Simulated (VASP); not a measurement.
Here is the system:

```yaml
crystal:
  lattice:
    - [0.00000, 1.76792, 1.76792]
    - [1.76792, 0.00000, 1.76792]
    - [1.76792, 1.76792, 0.00000]
  atoms:
    - { symbol: C, position: [0.00000, 0.00000, 0.00000] }
    - { symbol: C, position: [0.25000, 0.25000, 0.25000] }
```

All values below come from LDA (Ceperley-Alder, Perdew-Zunger), VASP's LDA PAW potentials (set 64) (plane waves; VASP). Run with 520 eV cut-off, 13×13×13 Γ-centred mesh, Gaussian smearing of 0.010 eV, potentials C.

**Question.** Give the electronic dielectric tensor ε∞ (DFPT, local fields included).

**Answer.** 
```
5.77  0.00  0.00
0.00  5.77  0.00
0.00  0.00  5.77
```

**Question.** Give the Born effective charges.

**Answer.** 
```csv
atom,Z*xx,Z*yy,Z*zz,mean
C1,0.00,0.00,0.00,0.00
C2,0.00,0.00,0.00,0.00
```

**Question.** Which frequencies do the optical Γ-point modes have (no LO-TO splitting)?

**Answer.** 1321 (×3) cm⁻¹.

The compound is C in the diamond structure. It was relaxed first.
